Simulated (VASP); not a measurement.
All values below come from PBE GGA, VASP's PBE PAW potentials (set 64) (plane waves; VASP).

Input for VASP

KPOINTS:
```
Automatic
0
gamma
 14 14 8
```

INCAR:
```
! general
SYSTEM =Re
PREC   =Accurate
ENCUT  =400
LREAL  =.False.
LASPH  =.True.

! electronic loop
EDIFF  =1E-6
NELM   =100
ALGO   =Damped
LMAXMIX=6

! smearing
ISMEAR =1
SIGMA  =0.1

! functional
GGA    =PE

! ions
ISIF   =2

! output
LWAVE  =.False.
LCHARG =.False.
```

### POSCAR
```
Re
8.6817180
  0.1564682244  -0.2831621575   0.0000000000
  0.1564682244   0.2831621575   0.0000000000
  0.0000000000   0.0000000000   0.5000000000
Re
2
direct
  0.3333330000   0.6666670000   0.2500000000
  0.6858190000   0.3524850000   0.7500000000
```

POTCAR, in this order: Re (PBE.64 set). Program: vasp_std.

The resulting files:

### OSZICAR
```
...
DMP:  12     0.119146939457E+03   -0.21858E+02   -0.55784E+03  5500   0.172E+04  -0.853E+03
DMP:  13     0.801634361614E+02   -0.38984E+02   -0.32325E+03  5500   0.102E+04  -0.551E+03
DMP:  14     0.648881714887E+02   -0.15275E+02   -0.26373E+03  5500   0.824E+03  -0.430E+03
DMP:  15     0.413892397545E+02   -0.23499E+02   -0.18501E+03  5500   0.587E+03  -0.325E+03
DMP:  16     0.289189075666E+02   -0.12470E+02   -0.12661E+03  5500   0.431E+03  -0.300E+03
DMP:  17     0.756292455334E+01   -0.21356E+02   -0.68465E+02  5500   0.229E+03  -0.150E+03
DMP:  18    -0.232082836597E+01   -0.98838E+01   -0.39906E+02  5500   0.138E+03  -0.101E+03
DMP:  19    -0.125327385914E+02   -0.10212E+02   -0.13691E+02  5500   0.492E+02  -0.393E+02
DMP:  20    -0.175343042153E+02   -0.50016E+01   -0.51466E+01  5500   0.160E+02  -0.817E+01
DMP:  21    -0.198071515416E+02   -0.22728E+01   -0.31045E+01  5500   0.843E+01  -0.176E+01
DMP:  22    -0.213932104449E+02   -0.15861E+01   -0.15763E+01  5500   0.408E+01  -0.359E+00
DMP:  23    -0.224850707499E+02   -0.10919E+01   -0.86489E+00  5500   0.162E+01   0.141E+01
DMP:  24    -0.230747413823E+02   -0.58967E+00   -0.52763E+00  5500   0.103E+01   0.748E+00
DMP:  25    -0.234948045031E+02   -0.42006E+00   -0.31668E+00  5500   0.499E+00   0.766E+00
DMP:  26    -0.237628693839E+02   -0.26806E+00   -0.23703E+00  5500   0.383E+00   0.549E+00
DMP:  27    -0.239705622319E+02   -0.20769E+00   -0.17589E+00  5500   0.270E+00   0.444E+00
DMP:  28    -0.241300464101E+02   -0.15948E+00   -0.14152E+00  5500   0.217E+00   0.357E+00
DMP:  29    -0.242588068088E+02   -0.12876E+00   -0.11316E+00  5500   0.172E+00   0.290E+00
DMP:  30    -0.243623475797E+02   -0.10354E+00   -0.90455E-01  5500   0.137E+00   0.234E+00
DMP:  31    -0.244447338136E+02   -0.82386E-01   -0.71369E-01  5500   0.108E+00   0.185E+00
DMP:  32    -0.245091252685E+02   -0.64391E-01   -0.55603E-01  5500   0.843E-01   0.143E+00
DMP:  33    -0.245584371925E+02   -0.49312E-01   -0.43209E-01  5500   0.671E-01   0.107E+00
DMP:  34    -0.245956295853E+02   -0.37192E-01   -0.33958E-01  5500   0.553E-01   0.776E-01
DMP:  35    -0.246235206935E+02   -0.27891E-01   -0.27144E-01  5500   0.471E-01   0.542E-01
DMP:  36    -0.246444490813E+02   -0.20928E-01   -0.22231E-01  5500   0.417E-01   0.364E-01
DMP:  37    -0.246601448315E+02   -0.15696E-01   -0.19021E-01  5500   0.389E-01   0.226E-01
DMP:  38    -0.246719270932E+02   -0.11782E-01   -0.17345E-01  5500   0.392E-01   0.110E-01
DMP:  39    -0.246808446668E+02   -0.89176E-02   -0.16387E-01  5500   0.406E-01   0.106E-02
DMP:  40    -0.246881666580E+02   -0.73220E-02   -0.14362E-01  5500   0.377E-01  -0.468E-02
DMP:  41    -0.246944953406E+02   -0.63287E-02   -0.10836E-01  5500   0.288E-01  -0.434E-02
DMP:  42    -0.247002321964E+02   -0.57369E-02   -0.66998E-02  5500   0.162E-01   0.142E-02
DMP:  43    -0.247049610998E+02   -0.47289E-02   -0.42752E-02  5500   0.806E-02   0.688E-02
DMP:  44    -0.247087945037E+02   -0.38334E-02   -0.35865E-02  5500   0.574E-02   0.845E-02
DMP:  45    -0.247121530789E+02   -0.33586E-02   -0.33629E-02  5500   0.542E-02   0.781E-02
DMP:  46    -0.247152824334E+02   -0.31294E-02   -0.31042E-02  5500   0.500E-02   0.724E-02
DMP:  47    -0.247181977762E+02   -0.29153E-02   -0.28911E-02  5500   0.463E-02   0.680E-02
DMP:  48    -0.247208868883E+02   -0.26891E-02   -0.27137E-02  5500   0.441E-02   0.622E-02
DMP:  49    -0.247233297949E+02   -0.24429E-02   -0.25700E-02  5500   0.436E-02   0.541E-02
DMP:  50    -0.247254967786E+02   -0.21670E-02   -0.24917E-02  5500   0.454E-02   0.442E-02
DMP:  51    -0.247274165943E+02   -0.19198E-02   -0.24510E-02  5500   0.485E-02   0.334E-02
DMP:  52    -0.247290997179E+02   -0.16831E-02   -0.23835E-02  5500   0.507E-02   0.231E-02
DMP:  53    -0.247306079306E+02   -0.15082E-02   -0.22337E-02  5500   0.500E-02   0.154E-02
DMP:  54    -0.247319406106E+02   -0.13327E-02   -0.20208E-02  5500   0.463E-02   0.110E-02
DMP:  55    -0.247331518449E+02   -0.12112E-02   -0.17429E-02  5500   0.398E-02   0.976E-03
DMP:  56    -0.247342539515E+02   -0.11021E-02   -0.14163E-02  5500   0.310E-02   0.116E-02
DMP:  57    -0.247352750256E+02   -0.10211E-02   -0.11065E-02  5500   0.217E-02   0.155E-02
DMP:  58    -0.247361930713E+02   -0.91805E-03   -0.92388E-03  5500   0.161E-02   0.183E-02
DMP:  59    -0.247370263067E+02   -0.83324E-03   -0.84670E-03  5500   0.141E-02   0.185E-02
DMP:  60    -0.247377948695E+02   -0.76856E-03   -0.80739E-03  5500   0.136E-02   0.173E-02
DMP:  61    -0.247385157264E+02   -0.72086E-03   -0.77126E-03  5500   0.132E-02   0.158E-02
DMP:  62    -0.247391824037E+02   -0.66668E-03   -0.73631E-03  5500   0.130E-02   0.141E-02
DMP:  63    -0.247397932112E+02   -0.61081E-03   -0.71794E-03  5500   0.133E-02   0.121E-02
DMP:  64    -0.247403395259E+02   -0.54631E-03   -0.72332E-03  5500   0.145E-02   0.944E-03
DMP:  65    -0.247408376043E+02   -0.49808E-03   -0.71286E-03  5500   0.152E-02   0.675E-03
DMP:  66    -0.247413007800E+02   -0.46318E-03   -0.64003E-03  5500   0.139E-02   0.541E-03
DMP:  67    -0.247417374846E+02   -0.43670E-03   -0.53224E-03  5500   0.111E-02   0.578E-03
DMP:  68    -0.247421310164E+02   -0.39353E-03   -0.45659E-03  5500   0.896E-03   0.643E-03
DMP:  69    -0.247424856839E+02   -0.35467E-03   -0.42087E-03  5500   0.813E-03   0.627E-03
DMP:  70    -0.247428087602E+02   -0.32308E-03   -0.39713E-03  5500   0.776E-03   0.567E-03
DMP:  71    -0.247431101293E+02   -0.30137E-03   -0.37116E-03  5500   0.733E-03   0.510E-03
DMP:  72    -0.247433889583E+02   -0.27883E-03   -0.34324E-03  5500   0.679E-03   0.470E-03
DMP:  73    -0.247436486587E+02   -0.25970E-03   -0.31757E-03  5500   0.627E-03   0.437E-03
DMP:  74    -0.247438865530E+02   -0.23789E-03   -0.29540E-03  5500   0.586E-03   0.399E-03
DMP:  75    -0.247441078335E+02   -0.22128E-03   -0.27494E-03  5500   0.548E-03   0.365E-03
DMP:  76    -0.247443101228E+02   -0.20229E-03   -0.25860E-03  5500   0.521E-03   0.327E-03
DMP:  77    -0.247444971822E+02   -0.18706E-03   -0.24464E-03  5500   0.502E-03   0.286E-03
DMP:  78    -0.247446679861E+02   -0.17080E-03   -0.23398E-03  5500   0.491E-03   0.245E-03
DMP:  79    -0.247448238328E+02   -0.15585E-03   -0.23362E-03  5500   0.511E-03   0.192E-03
DMP:  80    -0.247449636557E+02   -0.13982E-03   -0.24176E-03  5500   0.560E-03   0.117E-03
DMP:  81    -0.247450948520E+02   -0.13120E-03   -0.23627E-03  5500   0.571E-03   0.507E-04
DMP:  82    -0.247452237195E+02   -0.12887E-03   -0.19868E-03  5500   0.475E-03   0.571E-04
DMP:  83    -0.247453486965E+02   -0.12498E-03   -0.15179E-03  5500   0.331E-03   0.128E-03
DMP:  84    -0.247454601430E+02   -0.11145E-03   -0.12837E-03  5500   0.252E-03   0.179E-03
DMP:  85    -0.247455583439E+02   -0.98201E-04   -0.12301E-03  5500   0.243E-03   0.169E-03
DMP:  86    -0.247456490044E+02   -0.90661E-04   -0.11394E-03  5500   0.229E-03   0.147E-03
DMP:  87    -0.247457346876E+02   -0.85683E-04   -0.10276E-03  5500   0.203E-03   0.142E-03
DMP:  88    -0.247458125229E+02   -0.77835E-04   -0.97451E-04  5500   0.193E-03   0.134E-03
DMP:  89    -0.247458836199E+02   -0.71097E-04   -0.97772E-04  5500   0.202E-03   0.111E-03
DMP:  90    -0.247459491212E+02   -0.65501E-04   -0.98513E-04  5500   0.214E-03   0.839E-04
DMP:  91    -0.247460110591E+02   -0.61938E-04   -0.94858E-04  5500   0.213E-03   0.630E-04
DMP:  92    -0.247460701228E+02   -0.59064E-04   -0.83843E-04  5500   0.187E-03   0.587E-04
DMP:  93    -0.247461260677E+02   -0.55945E-04   -0.71649E-04  5500   0.152E-03   0.698E-04
DMP:  94    -0.247461763134E+02   -0.50246E-04   -0.66285E-04  5500   0.138E-03   0.727E-04
DMP:  95    -0.247462220168E+02   -0.45703E-04   -0.62562E-04  5500   0.133E-03   0.625E-04
DMP:  96    -0.247462650404E+02   -0.43024E-04   -0.55518E-04  5500   0.116E-03   0.594E-04
DMP:  97    -0.247463050638E+02   -0.40023E-04   -0.49940E-04  5500   0.102E-03   0.609E-04
DMP:  98    -0.247463412706E+02   -0.36207E-04   -0.47854E-04  5500   0.980E-04   0.568E-04
DMP:  99    -0.247463746584E+02   -0.33388E-04   -0.47742E-04  5500   0.101E-03   0.468E-04
DMP: 100    -0.247464054281E+02   -0.30770E-04   -0.47208E-04  5500   0.105E-03   0.351E-04
   1 F= -.24746405E+02 E0= -.24746100E+02  d E =-.915799E-03
```

**OUTCAR**
```
------------------------ aborting loop EDIFF was not reached (unconverged)  ----------------------------
  FORCE on cell =-STRESS in cart. coord.  units (eV):
  Direction    XX          YY          ZZ          XY          YZ          ZX
  --------------------------------------------------------------------------------------
  Total        2.8805267      0.0135536      4.0209399     -0.2897114      0.0000000      0.0000000
  in kB      159.1857163      0.7490094    222.2080442    -16.0102386      0.0000000      0.0000000
  external PRESSURE =     127.3809233 kB  Pullay stress =       0.0000000 kB
  volume of cell :       28.99
      direct lattice vectors                 reciprocal lattice vectors
     1.358413000 -2.458334000  0.000000000     0.368076572 -0.203389775  0.000000000
     1.358413000  2.458334000  0.000000000     0.368076572  0.203389775  0.000000000
     0.000000000  0.000000000  4.340859000     0.000000000  0.000000000  0.230369150
 POSITION                                       TOTAL-FORCE (eV/Angst)
 -----------------------------------------------------------------------------------
      1.35841      0.81945      1.08521         0.204452     -0.204818      0.000000
      1.41045     -0.81945      3.25564        -0.204452      0.204818      0.000000
 -----------------------------------------------------------------------------------
    total drift:                               -0.000001      0.000000      0.000000
  FREE ENERGIE OF THE ION-ELECTRON SYSTEM (eV)
  ---------------------------------------------------
  free  energy   TOTEN  =       -24.7464054281 eV

  energy  without entropy=      -24.7454896294  energy(sigma->0) =      -24.74610016
```
(Selected blocks of OUTCAR.)

**stdout**
```
...
DMP:  82    -0.247452237195E+02   -0.12887E-03   -0.19868E-03  5500   0.475E-03   0.571E-04
DMP:  83    -0.247453486965E+02   -0.12498E-03   -0.15179E-03  5500   0.331E-03   0.128E-03
DMP:  84    -0.247454601430E+02   -0.11145E-03   -0.12837E-03  5500   0.252E-03   0.179E-03
DMP:  85    -0.247455583439E+02   -0.98201E-04   -0.12301E-03  5500   0.243E-03   0.169E-03
DMP:  86    -0.247456490044E+02   -0.90661E-04   -0.11394E-03  5500   0.229E-03   0.147E-03
DMP:  87    -0.247457346876E+02   -0.85683E-04   -0.10276E-03  5500   0.203E-03   0.142E-03
DMP:  88    -0.247458125229E+02   -0.77835E-04   -0.97451E-04  5500   0.193E-03   0.134E-03
DMP:  89    -0.247458836199E+02   -0.71097E-04   -0.97772E-04  5500   0.202E-03   0.111E-03
DMP:  90    -0.247459491212E+02   -0.65501E-04   -0.98513E-04  5500   0.214E-03   0.839E-04
DMP:  91    -0.247460110591E+02   -0.61938E-04   -0.94858E-04  5500   0.213E-03   0.630E-04
DMP:  92    -0.247460701228E+02   -0.59064E-04   -0.83843E-04  5500   0.187E-03   0.587E-04
DMP:  93    -0.247461260677E+02   -0.55945E-04   -0.71649E-04  5500   0.152E-03   0.698E-04
DMP:  94    -0.247461763134E+02   -0.50246E-04   -0.66285E-04  5500   0.138E-03   0.727E-04
DMP:  95    -0.247462220168E+02   -0.45703E-04   -0.62562E-04  5500   0.133E-03   0.625E-04
DMP:  96    -0.247462650404E+02   -0.43024E-04   -0.55518E-04  5500   0.116E-03   0.594E-04
DMP:  97    -0.247463050638E+02   -0.40023E-04   -0.49940E-04  5500   0.102E-03   0.609E-04
DMP:  98    -0.247463412706E+02   -0.36207E-04   -0.47854E-04  5500   0.980E-04   0.568E-04
DMP:  99    -0.247463746584E+02   -0.33388E-04   -0.47742E-04  5500   0.101E-03   0.468E-04
DMP: 100    -0.247464054281E+02   -0.30770E-04   -0.47208E-04  5500   0.105E-03   0.351E-04
 final diagonalization occupied

 -----------------------------------------------------------------------------
|                                                                             |
|           W    W    AA    RRRRR   N    N  II  N    N   GGGG   !!!           |
|           W    W   A  A   R    R  NN   N  II  NN   N  G    G  !!!           |
|           W    W  A    A  R    R  N N  N  II  N N  N  G       !!!           |
|           W WW W  AAAAAA  RRRRR   N  N N  II  N  N N  G  GGG   !            |
|           WW  WW  A    A  R   R   N   NN  II  N   NN  G    G                |
|           W    W  A    A  R    R  N    N  II  N    N   GGGG   !!!           |
|                                                                             |
|     The electronic self-consistency was not achieved in the given           |
|     number of steps (NELM). The forces and other quantities evaluated       |
|     might not be reliable so examine the results carefully. If you find     |
|     spurious results, we suggest increasing NELM, if you were close to      |
|     convergence or switching to a different ALGO or adjusting the           |
|     density mixing parameters otherwise.                                    |
|                                                                             |
 -----------------------------------------------------------------------------

   1 F= -.24746405E+02 E0= -.24746100E+02  d E =-.915799E-03
```

The run did not converge; its last values are not results.

The compound is Re in the hcp structure. The cell was not relaxed at this level, atoms are displaced from their ideal sites. The run is one of a series of settings (ALGO = Damped against the base run), some of them coarse on purpose.
